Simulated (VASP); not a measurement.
Consider the following.

```xyz
1
Lattice="-2.6415 2.6415 2.6415 2.6415 -2.6415 2.6415 2.6415 2.6415 -2.6415" Properties=species:S:1:pos:R:3 pbc="T T T"
K      0.0000     0.0000     0.0000
```

The numbers are results of r2SCAN+rVV10, VASP's PBE PAW potentials (set 64) (plane waves; VASP), not measurements. Run with 520 eV cut-off, 11×11×11 Γ-centred mesh, tetrahedra with Blöchl corrections, potentials K_sv.

Question: Predict the energy per atom (σ→0), band gap (over mesh and band path) with the smallest direct gap where there is one.

Answer: 
```json
{
  "band gap (over mesh and band path)": "none (metal, semimetal or under 0.01 eV)",
  "energy per atom (σ→0)": "-5.706 eV/atom"
}
```

Total energies compare only between runs with the same potentials, cut-off and functional.

The compound is K in the bcc structure. It was relaxed first.
